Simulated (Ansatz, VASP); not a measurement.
# Cross-check of Al (Aluminum) between VASP and Ansatz, part 2 of 2

Aim: how closely do two programs agree when they are given the same cell, functional and k mesh? The cell is taken from a series of runs on this material, whose earlier steps may have relaxed, scaled, displaced or heated it; both programs get it as it stands.

VASP 6.6.1 and Ansatz 0.2.0.

So far. Step 3 (Ansatz: single point, PBEsol, pair 1): The run ends at a pressure of 1.28 GPa. Step 5 (VASP: single point, PBEsol, pair 2): The run ends at a pressure of -2.18 GPa.

### Step 6. Ansatz: single point, PBEsol, pair 2

Level of this step: Ansatz beside VASP: Kohn-Sham DFT, plane waves, PBEsol (Ansatz).

The same cell, functional, mesh and smearing now go to Ansatz, which takes its cutoff from its data sets.

The cell is taken from a series of runs on this material, whose earlier steps may have relaxed, scaled, displaced or heated it; both programs get it as it stands.

Input file input.yaml:

```yaml
crystal:
  lattice:
    - [0.0, 2.0267711974, 2.0267711974]
    - [2.0267711974, 0.0, 2.0267711974]
    - [2.0267711974, 2.0267711974, 0.0]
  atoms:
    - { symbol: Al, position: [0.0, 0.0, 0.0] }
kpoints:
  mp_grid: { grid: [20, 20, 20] }
hamiltonian:
  xc: pbesol
scf:
  occupations: { method: methfessel_paxton, width: 0.2 }
output:
  forces: true
  stress: true
  eigenvalues: true
```

Run with:

```
$ ansatz run input.yaml --threads 4 --pin off --max-ram 8192MiB --backend cpu --events-out ev --progress --plain --runs-dir out
```

Numbers of over 12 decimals in the logs are rounded to 6 here.

Log:

```text
[...]
Crystal: 1 atoms, lattice volume = 16.651 Å³
Basis set: ecut = 420 eV, 331 PW (Γ), exchange–correlation on 40×40×40 points (8 copies of the dense FFT grid, shifted against one another)
Bands: 6, of which v1, the nominal top of the filled ones, is band 2 counted from 1 (1 counted from 0)
Symmetry: 48 space group operations
[...]
k-points: 256 of 8000
[...]
Internal energy: -524.543917 eV  (E = F + TS)
E sigma→0 (E₀):  -524.544229 eV
Entropy (-TS):   -0.000416 eV (-0.416 meV/atom)
Fermi energy:    7.832447 eV
[...]
--- Stress (GPa, compression-positive) ---
       -2.224413      -0.000000       0.000000
       -0.000000      -2.224413      -0.000000
        0.000000      -0.000000      -2.224413
  P = ⅓ Tr σ = -2.2244 GPa (-22.244 kbar)
--- Band table (eV; the first three rows and the last of 256) ---
[...]
[key lines of the parts left out:]
SCF converged after 4 iterations
Free energy (F): -524.544333 eV
```

The run ends at a pressure of -2.22 GPa.

### Step 7. Comparison

Compared:

| quantity | Ansatz | VASP | difference |
| --- | --- | --- | --- |
| pressure (GPa) | -2.22 | -2.18 | -0.05 |

### Step 8. VASP: single point, PBEsol, pair 3

A single point takes one fixed geometry, so differences don't come from the geometry; what else differs is listed under the comparison. The cell compared in this pair holds 15.68 Å³, against 16.65 Å³ for the pair before.

Input file INCAR:

```
SYSTEM = Al
PREC = Accurate
ENCUT = 500
EDIFF = 1E-06
NELM = 120
ISMEAR = 1
SIGMA = 0.2
LREAL = .FALSE.
ALGO = Normal
GGA = PS
NBANDS = 7
LORBIT = 11
LWAVE = .FALSE.
LCHARG = .FALSE.
ISIF = 2
LASPH = .TRUE.
GGA_COMPAT = .FALSE.
```

Input file POSCAR:

```
Al
1.0
    0.0000000000      1.9866265125      1.9866265125
    1.9866265125      0.0000000000      1.9866265125
    1.9866265125      1.9866265125      0.0000000000
Al
1
Direct
    0.0000000000      0.0000000000      0.0000000000
```

Input file KPOINTS:

```
Automatic mesh
0
Gamma
20 20 20
0 0 0
```

PAW data sets: Al (PBE family, release 64).

Run with:

```
$ mpirun -np 1 vasp_std
```

Log:

```text
[... set-up lines as in an earlier step ...]
 entering main loop
       N       E                     dE             d eps       ncg     rms          rms(c)
DAV:   1    -0.266646651717E+01   -0.26665E+01   -0.81299E+02  3626   0.220E+02
DAV:   2    -0.410891661520E+01   -0.14425E+01   -0.13731E+01  4802   0.211E+01
DAV:   3    -0.411709437291E+01   -0.81778E-02   -0.81557E-02  4956   0.180E+00
DAV:   4    -0.411710930571E+01   -0.14933E-04   -0.14932E-04  5460   0.672E-02
DAV:   5    -0.411710931571E+01   -0.10002E-07   -0.92792E-08  4935   0.121E-03    0.149E+00
DAV:   6    -0.409944306258E+01    0.17666E-01   -0.19672E-03  4760   0.212E-01    0.844E-01
DAV:   7    -0.408751112516E+01    0.11932E-01   -0.54190E-03  4522   0.340E-01    0.180E-01
DAV:   8    -0.408749452619E+01    0.16599E-04   -0.23141E-05  5446   0.368E-02    0.159E-02
DAV:   9    -0.408749382987E+01    0.69632E-06   -0.30843E-07  4781   0.292E-03
   1 F= -.40874938E+01 E0= -.40874379E+01  d E =-.167918E-03
```

From OUTCAR (step 8):

```text
  Total        0.2672618      0.2672618      0.2672618      0.0000000     -0.0000000     -0.0000000
  in kB       27.3066709     27.3066709     27.3066709      0.0000000     -0.0000000     -0.0000000
  external PRESSURE =      27.3066709 kB  Pullay stress =       0.0000000 kB

 POSITION                                       TOTAL-FORCE (eV/Angst)
 -----------------------------------------------------------------------------------
      0.00000      0.00000      0.00000         0.000000      0.000000      0.000000
 -----------------------------------------------------------------------------------
    total drift:                               -0.000000     -0.000000     -0.000000

  FREE ENERGIE OF THE ION-ELECTRON SYSTEM (eV)
  ---------------------------------------------------
  free  energy   TOTEN  =        -4.0874938299 eV

  energy  without entropy=       -4.0873259122  energy(sigma->0) =       -4.08743786

[... 1 part as in an earlier step ...]

[... 2 further parts left out ...]
[key lines of the parts left out:]
E-fermi :   8.5380
```

The run ends at a pressure of 2.73 GPa.

### Step 9. Ansatz: single point, PBEsol, pair 3

The same cell, functional, mesh and smearing now go to Ansatz, which takes its cutoff from its data sets.

The cell is taken from a series of runs on this material, whose earlier steps may have relaxed, scaled, displaced or heated it; both programs get it as it stands.

input.yaml, the sections that differ from step 6:

```yaml
crystal:
  lattice:
    - [0.0, 1.9866265125, 1.9866265125]
    - [1.9866265125, 0.0, 1.9866265125]
    - [1.9866265125, 1.9866265125, 0.0]
  atoms:
    - { symbol: Al, position: [0.0, 0.0, 0.0] }
output:
  forces: true
  stress: true
  eigenvalues: true
  write_density: true
  write_potential: true
  elf: true
  volumetric_format: npy
# kpoints, hamiltonian, scf: as in step 6
```

Run with:

```
$ ansatz run input.yaml --threads 4 --pin off --max-ram 8192MiB --backend cpu --events-out ev --progress --plain --runs-dir out
```

Log:

```text
[...]
Crystal: 1 atoms, lattice volume = 15.681 Å³
Basis set: ecut = 420 eV, 331 PW (Γ), exchange–correlation on 40×40×40 points (8 copies of the dense FFT grid, shifted against one another)
Bands: 6, of which v1, the nominal top of the filled ones, is band 2 counted from 1 (1 counted from 0)
Symmetry: 48 space group operations
[...]
k-points: 256 of 8000
[...]
Internal energy: -524.543683 eV  (E = F + TS)
E sigma→0 (E₀):  -524.543813 eV
Entropy (-TS):   -0.000173 eV (-0.173 meV/atom)
Fermi energy:    8.470171 eV
[...]
--- Stress (GPa, compression-positive) ---
        2.658357      -0.000000       0.000000
        0.000000       2.658357      -0.000000
       -0.000000       0.000000       2.658357
  P = ⅓ Tr σ = 2.6584 GPa (26.584 kbar)
--- Band table (eV; the first three rows and the last of 256) ---
[...]
[key lines of the parts left out:]
SCF converged after 3 iterations
Free energy (F): -524.543856 eV
```

The run ends at a pressure of 2.66 GPa.

### Step 10. Comparison

The two programs side by side:

| quantity | Ansatz | VASP | difference |
| --- | --- | --- | --- |
| pressure (GPa) | 2.66 | 2.73 | -0.07 |

### Step 11. Results

- difference in pressure (single point, PBEsol, pair 1): -0.064 GPa
- difference in pressure (single point, PBEsol, pair 2): -0.047 GPa
- difference in pressure (single point, PBEsol, pair 3): -0.072 GPa

What this shows: The difference in pressure is -0.072 GPa (single point, PBEsol, pair 3), within the 1 GPa picked in this series as the mark of a large difference. 1 further pair of this series is not shown here. Such differences can come from data sets, numerical settings and the points named under the comparisons, not from the functional's error against experiment.

[Lines on the potential files, build, host, timing and source positions are cut from VASP's logs without a mark.]

[Logs are printed without paths, hosts, clocks, repeated set-up lines and the standing remarks that a program may print on its own settings, such as how far it seeks lower states.]

[Hosts, paths, dates, database ids (printed as entryN), source tags and the programs' standing remarks are cut or masked in the printed files.]
